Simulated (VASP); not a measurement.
All values below come from revTPSS meta-GGA, VASP's PBE PAW potentials (set 64) (plane waves; VASP).

VASP ran on this input.

**INCAR**
```
# general
SYSTEM =Pd
PREC   =Accurate
ENCUT  =520
LREAL  =.FALSE.
LASPH  =.TRUE.

# electronic loop
EDIFF  =1E-7
NELM   =100
ALGO   =Normal
LMAXMIX=4
LMIXTAU=.TRUE.

# smearing
ISMEAR =1
SIGMA  =0.1

# functional
METAGGA=RTPSS

# ions
ISIF   =2

# output
LWAVE  =.FALSE.
LCHARG =.FALSE.
```

File POSCAR:
```
Pd
1
    0.0000000000     1.9001936305     1.9001936305
    1.9001936305     0.0000000000     1.9001936305
    1.9001936305     1.9001936305     0.0000000000
Pd
1
Direct
  0.0000000000   0.0000000000   0.0000000000
```

File KPOINTS:
```
Automatic
0
Gamma
  16 16 16
```

POTCAR, in this order: Pd (PBE.64 set). Program: vasp_std.

Question: What does the run give for the energy per atom (σ→0), pressure, band gap (on the k-mesh)?

Answer: 
```json
{
 "energy per atom (σ→0)": "9.669 eV/atom",
 "band gap (on the k-mesh)": "none (metal, semimetal or under 0.01 eV)",
 "pressure": "15.11 GPa"
}
```

OSZICAR:
```
...
DAV:  13     0.966929532477E+01   -0.31900E-03   -0.90803E-04  2690   0.285E-01    0.711E-03
DAV:  14     0.966930684568E+01    0.11521E-04   -0.75603E-06  2966   0.370E-02    0.137E-02
DAV:  15     0.966930051033E+01   -0.63353E-05   -0.38764E-06  2784   0.217E-02    0.581E-03
DAV:  16     0.966930141237E+01    0.90204E-06   -0.48267E-07  2823   0.599E-03    0.100E-03
DAV:  17     0.966930121014E+01   -0.20224E-06   -0.35338E-08  1478   0.191E-03    0.216E-04
DAV:  18     0.966930141191E+01    0.20177E-06   -0.16627E-09  1384   0.587E-04    0.177E-04
DAV:  19     0.966930135908E+01   -0.52833E-07   -0.16784E-09  1371   0.502E-04
   1 F= 0.96693014E+01 E0= 0.96692786E+01  d E =0.682180E-04
```

The compound is Pd in the fcc structure. This cell is one point of a volume scan, at 0.94 of the reference volume.
